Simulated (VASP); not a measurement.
# BH₃O₂: harmonic vibrations of a molecule

BH₃O₂, molecule in box, 6 atoms in the cell. PBE, harmonic vibrations; PAW potentials O, B, H (PBE set).

## Input

INCAR.step1:
```
ALGO = Normal ; EDIFF = 1E-8
EDIFFG = -0.002 ; ENCUT = 400
IBRION = 2 ; ISIF = 2
ISMEAR = 0 ; ISYM = 0
LASPH = True ; LCHARG = False
LREAL = False ; LWAVE = False
NELM = 100 ; NSW = 60
POTIM = 0.5 ; PREC = Accurate
SIGMA = 0.01
```

INCAR.step2, as INCAR.step1 but for:
```
- EDIFFG = -0.002
- IBRION = 2
- ISIF = 2
- NSW = 60
- POTIM = 0.5
+ IBRION = 5
+ NFREE = 2
+ NSW = 1
+ POTIM = 0.015
```

KPOINTS:
```
k-points
0
Gamma
  1 1 1
```

POSCAR.step1:
```
BH3O2
1.0
   12.0000000000      0.0000000000      0.0000000000
    0.0000000000     11.0000000000      0.0000000000
    0.0000000000      0.0000000000     12.0000000000
O B H
2 1 3
Direct
    0.4051291700      0.4523590900      0.4784250000
    0.5515291700      0.4951500000      0.5971166700
    0.5072708300      0.5025954500      0.4933333300
    0.3785875000      0.4606318200      0.4035250000
    0.5562958300      0.5514590900      0.4180666700
    0.6235791700      0.5322318200      0.6021416700
```

Commands (each step's output is kept before the next begins):
```
cat potpaw_PBE.64/O/POTCAR potpaw_PBE.64/B/POTCAR potpaw_PBE.64/H/POTCAR > POTCAR
cp INCAR.step1 INCAR
cp POSCAR.step1 POSCAR
mpirun -np 4 vasp_gam > vasp.out
cp CONTCAR POSCAR
cp INCAR.step2 INCAR
mpirun -np 4 vasp_gam > vasp.out
```

## Result

- Vibrations (cm⁻¹; a negative value is imaginary): 3801, 3799, 2518, 1424, 1191, 1070, 968, 920, 892, 575, 501, 482
- Zero-point energy (eV): 1.125
- Translations and rotations, which should read zero (cm⁻¹): -7, -4, -2, 8, 22, 26
- Vibrational entropy at 298 K (meV/K): 0.103
- Displaced cells: 36
- Ionic steps, all stages: 57
- Electronic steps, all stages: 1033

VASP 6.6.1 took 1008 s on 4 cores (Intel Xeon Platinum 8259CL @ 2.50GHz (Skylake/Cascade Lake)), a shared host.
